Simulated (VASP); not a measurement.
Wanted: the native input for a VASP 6.6.1 run.

```yaml
Task: relaxation of cell and atoms
Functional: PBE
Potentials_or_basis: VASP PAW PBE potentials, release 64 (Sn_d, H, Br)
Cutoff: 520 eV
k_mesh: 3 × 3 × 4
Occupations: gaussian, width 0.15 eV
Spin: no spin polarisation
Further_INCAR_settings: PREC = Normal; ALGO = Fast; EDIFF = 0.0001; IBRION = 2; EDIFFG = -0.08; NSW = 24; ISIF = 3
```

The structure of Sn2HBr3 lies in POSCAR:

```
Sn2HBr3
1.0
    3.6033867200     -5.4948886400      0.0000000000
    3.6033867200      5.4948886400      0.0000000000
    0.0000000000      0.0000000000      3.5867996800
Sn H Br
2 1 3
Direct
    0.2156325000      0.7843675000      0.0000000000
    0.7843675000      0.2156325000      0.0000000000
    0.5000000000      0.5000000000      0.0000000000
    0.0000000000      0.0000000000      0.0000000000
    0.5000000000      0.0000000000      0.5000000000
    0.0000000000      0.5000000000      0.5000000000
```

The cell was built by a generator and needn't be a form met in nature.

These files were run (other wordings do the same):

INCAR

```
SYSTEM = Sn2HBr3
PREC     = Normal         ! precision mode
ENCUT    = 520            ! plane-wave cutoff, eV
EDIFF    = 1E-4           ! SCF threshold, eV
ISMEAR   = 0              ! smearing method
SIGMA    = 0.15           ! smearing width, eV
LREAL    = .False.        ! projectors in reciprocal space
LASPH    = .True.         ! aspherical terms in the spheres
NELM     = 60             ! most SCF steps
ALGO     = Fast           ! electronic algorithm
ISIF     = 3              ! what is computed and relaxed
LWAVE    = .False.        ! write WAVECAR
LCHARG   = .False.        ! write CHGCAR
GGA      = PE             ! functional
IBRION   = 2              ! ionic algorithm
NSW      = 24             ! ionic steps
EDIFFG   = -0.08          ! ionic threshold
```

KPOINTS

```
regular mesh
0
Gamma
  3 3 4
  0 0 0
```

Potentials or basis: VASP PAW PBE potentials, release 64 (Sn_d, H, Br).

Run with:

```console
$ cat potpaw_PBE.64/Sn_d/POTCAR potpaw_PBE.64/H/POTCAR potpaw_PBE.64/Br/POTCAR > POTCAR
$ mpirun -np 1 vasp_std > vasp.out
```

Results of the run:

```
Relaxed volume                         : 31.23 Å³/atom
Relaxed cell                           : a = 6.614 Å, b = 6.614 Å, c = 4.339 Å, α = 90.00°, β = 90.00°, γ = 99.16°
Space group after relaxing (to 0.05 Å) : Cmmm (No. 65)
Energy gained by relaxing              : 1243.0 meV/atom
Ionic steps                            : 15
Pressure after relaxing                : 0.1 GPa
Largest force after relaxing           : 0.012 eV/Å
Band gap on the k mesh                 : 0.11 eV, indirect (least direct gap 0.50 eV)
```

Caveat: the k mesh is coarse (spacing up to 0.44 Å⁻¹), so the values aren't converged; the volume moved by over 15 % at a fixed basis, so the end points are rough; spin-orbit coupling is left out, which moves the levels of the heavy elements; an odd mesh through Γ misses points on the zone boundary, where band edges often lie; the relaxation stopped at a loose force limit of 0.08 eV/Å, so its end isn't a converged minimum.

It took 4.2 min on 1 thread of AMD EPYC 7R13 Processor (Zen 3), with other jobs on the host, peak memory 0.18 GiB.
